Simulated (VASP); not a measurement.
# MgF2 (Sellaite): gap against volume and shear, part 2 of 2

Aim: follow the gap and pressure of MgF2 (Sellaite) through compression, expansion and shear. All runs use LDA. Left out of this account: 1 further run (fields: a reference on another mesh). The start is a cell from a database of measured crystal structures.

VASP 6.6.1; LDA; plane waves and PAW (Mg, F).

So far, least gap on mesh and path (eV): step 2 (bands, cell as listed) 6.75; step 3 (cell volume +4.0 %) 6.49; step 4 (cell volume +8.0 %) 6.24; step 5 (bands, sheared, principal strains -1.3, -0.2, +1.5 %) 6.74; step 6 (cell volume -4.0 %) 7.04.

**7. Bands, volume times 0.92**

The cell is scaled evenly once more. A prediction first. A parabola through the 4 pressures of evenly scaled cells so far, P = -6.22 -93.9 t +206 t² GPa with t = ln(V/V₁) and V₁ the volume at scale 1, gives 3.04 GPa at t = -0.0834. A straight line through the gaps, 6.758 -6.84 t eV, gives 7.33 eV.

INCAR

```
SYSTEM = MgF2
PREC = Accurate
ENCUT = 520
EDIFF = 1E-06
NELM = 100
ISMEAR = -1
SIGMA = 0.05
LREAL = .FALSE.
ALGO = Normal
GGA = CA
NBANDS = 32
LORBIT = 11
LWAVE = .FALSE.
LCHARG = .FALSE.
KPAR = 4
```

POSCAR

```
MgF2
1.0
    4.4982233213      0.0000000000      0.0000000000
    0.0000000000      4.4982233213      0.0000000000
    0.0000000000      0.0000000000      2.9683410976
Mg F
2 4
Direct
    0.0000000000      0.0000000000      0.0000000000
    0.5000000000      0.5000000000      0.5000000000
    0.3030000000      0.3030000000      0.0000000000
    0.1970000000      0.8030000000      0.5000000000
    0.6970000000      0.6970000000      0.0000000000
    0.8030000000      0.1970000000      0.5000000000
```

KPOINTS

```
Automatic mesh
0
Gamma
5 5 8
0 0 0
```

KPOINTS_OPT

```
Line mode
16
Line-mode
Reciprocal
  0.00000000   0.00000000   0.00000000 GAMMA
  0.00000000   0.50000000   0.00000000 X

  0.00000000   0.50000000   0.00000000 X
  0.50000000   0.50000000   0.00000000 M

  0.50000000   0.50000000   0.00000000 M
  0.00000000   0.00000000   0.00000000 GAMMA

  0.00000000   0.00000000   0.00000000 GAMMA
  0.00000000   0.00000000   0.50000000 Z

  0.00000000   0.00000000   0.50000000 Z
  0.00000000   0.50000000   0.50000000 R

  0.00000000   0.50000000   0.50000000 R
  0.50000000   0.50000000   0.50000000 A

  0.50000000   0.50000000   0.50000000 A
  0.00000000   0.00000000   0.50000000 Z

  0.00000000   0.50000000   0.00000000 X
  0.00000000   0.50000000   0.50000000 R

  0.50000000   0.50000000   0.00000000 M
  0.50000000   0.50000000   0.50000000 A
```

The projector-augmented-wave data sets are Mg and F (LDA family, release 64).

Started as:

```console
mpirun -np 4 vasp_std
```

Elapsed: 17 s, on 4 MPI ranks of AMD EPYC 9R45, shared host; peak memory 0.75 GiB.

Numbers from this step:

```
free energy (TOTEN)               : -35.06 eV
Fermi energy                      : 0.038 eV
pressure                          : 3.223 GPa
least gap on mesh and path        : 7.353 eV
least direct gap on mesh and path : 7.353 eV
```

The electronic bands at the labelled points (eV, zero at the valence-band top; v1 is the highest filled band, c1 the lowest empty one):

```csv
point,v4,v3,v2,v1,c1,c2,c3,c4
Γ,-0.77,-0.34,-0.34,0.00,7.35,12.40,12.40,13.72
0.47 of the way,-0.86,-0.84,-0.39,-0.15,8.04,11.64,12.75,13.92
X,-1.07,-1.07,-0.43,-0.43,9.84,9.84,13.66,13.66
0.47 of the way,-1.16,-1.16,-0.57,-0.57,10.29,10.29,13.10,13.10
M,-1.05,-1.05,-0.91,-0.91,11.51,11.51,11.76,11.76
0.47 of the way,-1.24,-0.98,-0.57,-0.35,8.98,11.88,11.99,13.84
Γ,-0.77,-0.34,-0.34,0.00,7.35,12.40,12.40,13.72
0.47 of the way,-1.71,-0.55,-0.55,-0.32,8.87,13.55,13.55,14.20
Z,-1.37,-1.37,-0.99,-0.99,12.19,12.19,15.10,15.10
0.53 of the way,-1.08,-1.08,-0.87,-0.87,12.50,12.50,14.67,14.67
R,-0.83,-0.83,-0.77,-0.77,13.01,13.01,13.89,13.89
0.47 of the way,-0.83,-0.83,-0.65,-0.65,13.09,13.09,13.92,13.92
A,-0.70,-0.70,-0.53,-0.53,13.34,13.34,13.86,13.86
0.47 of the way,-1.00,-0.86,-0.78,-0.78,12.58,12.90,14.17,14.92
Z,-1.37,-1.37,-0.99,-0.99,12.19,12.19,15.10,15.10
jump to X,-1.07,-1.07,-0.43,-0.43,9.84,9.84,13.66,13.66
0.53 of the way,-1.01,-1.01,-0.56,-0.56,11.17,11.17,14.87,14.87
R,-0.83,-0.83,-0.77,-0.77,13.01,13.01,13.89,13.89
jump to M,-1.05,-1.05,-0.91,-0.91,11.51,11.51,11.76,11.76
0.47 of the way,-0.82,-0.82,-0.72,-0.72,12.21,12.21,12.69,12.69
A,-0.70,-0.70,-0.53,-0.53,13.34,13.34,13.86,13.86
```

Of the projections kept (Mg, F), the largest for each band there; the rest of the weight can lie on other orbitals:

```csv
point,v4,v3,v2,v1,c1,c2,c3,c4
Γ,F 0.98,F 1.00,F 1.00,F 1.00,F 0.54,Mg 0.60,Mg 0.60,Mg 0.98
X,F 0.98,F 0.98,F 1.00,F 1.00,F 0.64,F 0.64,Mg 0.65,Mg 0.65
M,F 0.97,F 0.97,F 0.99,F 0.99,F 0.79,F 0.79,F 0.51,F 0.51
Γ,F 0.98,F 1.00,F 1.00,F 1.00,F 0.54,Mg 0.60,Mg 0.60,Mg 0.98
Z,F 1.00,F 1.00,F 0.99,F 0.99,F 0.72,F 0.72,F 0.66,F 0.66
R,F 0.98,F 0.98,F 1.00,F 1.00,F 0.68,F 0.68,F 0.66,F 0.66
```

Force by atom:

```csv
atom,x (eV/Å),y (eV/Å),z (eV/Å),size
Mg1,0.0000,0.0000,0.0000,0.0000
Mg2,0.0000,0.0000,0.0000,0.0000
F3,-0.0635,-0.0635,0.0000,0.0898
F4,0.0635,-0.0635,0.0000,0.0898
F5,0.0635,0.0635,0.0000,0.0898
F6,-0.0635,0.0635,0.0000,0.0898
```

The gap is 7.35 eV, direct at Γ. That is +0.60 eV from the cell as listed. The pressure is 3.22 GPa. The parabola predicted 3.04 GPa, -0.19 GPa off. The line predicted a gap of 7.33 eV, -0.02 eV off.

**8. Bands, atoms displaced by up to 0.12 Å**

The atoms are moved off their sites at random, as a crude picture of disorder.

INCAR is that of step 7.

POSCAR

```
MgF2
1.0
    4.6250000000      0.0000000000      0.0000000000
    0.0000000000      4.6250000000      0.0000000000
    0.0000000000      0.0000000000      3.0520000000
Mg F
2 4
Direct
    0.0067400000     -0.0099870000      0.0118080000
    0.4773240000      0.4967180000      0.5202170000
    0.2953100000      0.3095880000     -0.0339710000
    0.1832030000      0.8069540000      0.4906600000
    0.6915070000      0.6908460000     -0.0051170000
    0.8211240000      0.2069790000      0.5167310000
```

KPOINTS is that of step 7.

KPOINTS_OPT is that of step 7.

Started as:

```console
mpirun -np 4 vasp_std
```

The job ended after 28 s (4 MPI ranks; peak memory 1.4 GiB).

This step gave:

* irreducible k-points: 101
* symmetry operations: 1
* free energy (TOTEN): -34.76 eV
* Fermi energy: -0.3248 eV
* pressure: -4.200 GPa
* least gap on mesh and path: 6.540 eV
* least direct gap on mesh and path: 6.540 eV

The electronic bands at the labelled points (eV, zero at the valence-band top; v1 is the highest filled band, c1 the lowest empty one):

```csv
point,v4,v3,v2,v1,c1,c2,c3,c4
Γ,-0.72,-0.63,-0.42,0.00,6.54,11.57,11.73,13.08
0.47 of the way,-0.99,-0.77,-0.49,-0.17,7.20,10.75,11.98,13.18
X,-1.08,-0.88,-0.63,-0.37,8.84,9.02,12.68,12.94
0.47 of the way,-1.13,-0.93,-0.68,-0.48,9.26,9.45,12.05,12.28
M,-1.16,-0.97,-0.77,-0.67,10.32,10.47,10.77,11.09
0.47 of the way,-1.24,-0.82,-0.67,-0.32,8.08,10.96,11.06,13.02
Γ,-0.72,-0.63,-0.42,0.00,6.54,11.57,11.73,13.08
0.47 of the way,-1.39,-0.85,-0.59,-0.22,7.99,12.56,12.80,13.49
Z,-1.52,-1.31,-0.93,-0.72,11.08,11.35,14.04,14.36
0.53 of the way,-1.36,-1.19,-0.77,-0.59,11.37,11.68,13.42,13.93
R,-1.26,-1.11,-0.60,-0.48,11.88,12.16,12.68,13.08
0.47 of the way,-1.18,-1.06,-0.58,-0.44,12.00,12.27,12.69,13.14
A,-1.02,-0.93,-0.52,-0.37,12.33,12.53,12.59,13.11
0.53 of the way,-1.28,-1.08,-0.73,-0.58,11.43,11.85,13.48,13.98
Z,-1.52,-1.31,-0.93,-0.72,11.08,11.35,14.04,14.36
jump to X,-1.08,-0.88,-0.63,-0.37,8.84,9.02,12.68,12.94
0.53 of the way,-1.11,-0.97,-0.60,-0.44,10.07,10.34,13.79,14.09
R,-1.26,-1.11,-0.60,-0.48,11.88,12.16,12.68,13.08
jump to M,-1.16,-0.97,-0.77,-0.67,10.32,10.47,10.77,11.09
0.47 of the way,-1.09,-1.01,-0.61,-0.50,10.96,11.30,11.67,11.87
A,-1.02,-0.93,-0.52,-0.37,12.33,12.53,12.59,13.11
```

Of the projections kept (Mg, F), the largest for each band there; the rest of the weight can lie on other orbitals:

```csv
point,v4,v3,v2,v1,c1,c2,c3,c4
Γ,F 0.98,F 1.00,F 1.00,F 1.00,F 0.51,Mg 0.60,Mg 0.60,Mg 0.89
X,F 0.98,F 0.98,F 1.00,F 1.00,F 0.65,F 0.60,Mg 0.65,Mg 0.67
M,F 0.98,F 0.98,F 0.99,F 0.99,F 0.78,F 0.51,F 0.51,F 0.71
Γ,F 0.98,F 1.00,F 1.00,F 1.00,F 0.51,Mg 0.60,Mg 0.60,Mg 0.89
Z,F 0.99,F 0.97,F 0.99,F 0.99,F 0.69,F 0.69,F 0.65,F 0.65
R,F 0.98,F 0.98,F 0.99,F 0.99,F 0.67,F 0.64,F 0.64,F 0.58
```

Force by atom:

```csv
atom,x (eV/Å),y (eV/Å),z (eV/Å),size
Mg1,-0.91,0.62,-0.47,1.20
Mg2,1.25,0.35,-1.34,1.87
F3,-0.31,-0.60,1.31,1.48
F4,0.62,-0.48,0.42,0.89
F5,-0.17,0.20,0.30,0.40
F6,-0.49,-0.09,-0.22,0.55
```

The gap is 6.54 eV, direct at Γ. That is -0.21 eV from the cell as listed. The pressure is -4.20 GPa, and the symmetry operations fall from 16 to 1.

**9. The runs together**

| cell | mesh | pressure (GPa) | gap (eV) | direct gap (eV) |
| --- | --- | --- | --- | --- |
| cell as listed | 5×5×8 | -6.24 | 6.753 | 6.753 |
| volume times 1.04 | 5×5×8 | -9.57 | 6.485 | 6.485 |
| volume times 1.08 | 5×5×8 | -12.23 | 6.236 | 6.236 |
| sheared, principal strains -1.3, -0.2, +1.5 % | 5×5×8 | -6.24 | 6.738 | 6.739 |
| volume times 0.96 | 5×5×8 | -2.04 | 7.042 | 7.042 |
| volume times 0.92 | 5×5×8 | 3.22 | 7.353 | 7.353 |
| atoms displaced by up to 0.12 Å | 5×5×8 | -4.20 | 6.540 | 6.540 |

**10. Summary of results**

* gap, cell as listed: 6.753 eV
* gap, volume times 1.04: 6.485 eV
* gap, volume times 1.08: 6.236 eV
* gap, sheared, principal strains -1.3, -0.2, +1.5 %: 6.738 eV
* gap, volume times 0.96: 7.042 eV
* gap, volume times 0.92: 7.353 eV
* gap, atoms displaced by up to 0.12 Å: 6.540 eV
* bulk modulus at the listed volume, shape and positions held: 94.7 GPa
* volume deformation potential of the gap: -6.95 eV

At the listed volume the gap of MgF2 (Sellaite) changes by -6.95 eV per unit of ln V, its volume deformation potential under even scaling. A real pressure also changes the shape of this cell, so no pressure coefficient follows. The slope of pressure against ln V at the listed volume gives a bulk modulus of 94.7 GPa at fixed shape and positions, an upper bound since the atoms bear forces (not that of equilibrium, since the cell bears -6.2 GPa there). With sheared, principal strains -1.3, -0.2, +1.5 %, the least gap on mesh and path moves by -0.01 eV. With atoms displaced by up to 0.12 Å, the least gap on mesh and path moves by -0.21 eV. The atoms were not relaxed in the changed cells. Semilocal functionals usually underestimate gaps.

[Lines on the potential files, build, host, timing and source positions are cut from VASP's logs without a mark.]

[Logs are printed without paths, hosts, clocks, repeated set-up lines and the standing remarks that a program may print on its own settings, such as how far it seeks lower states.]

[Hosts, paths, dates, database ids (printed as entryN), source tags and the programs' standing remarks are cut or masked in the printed files.]

[A measured line is paired with the nearest computed mode of its activity, which favours agreement.]
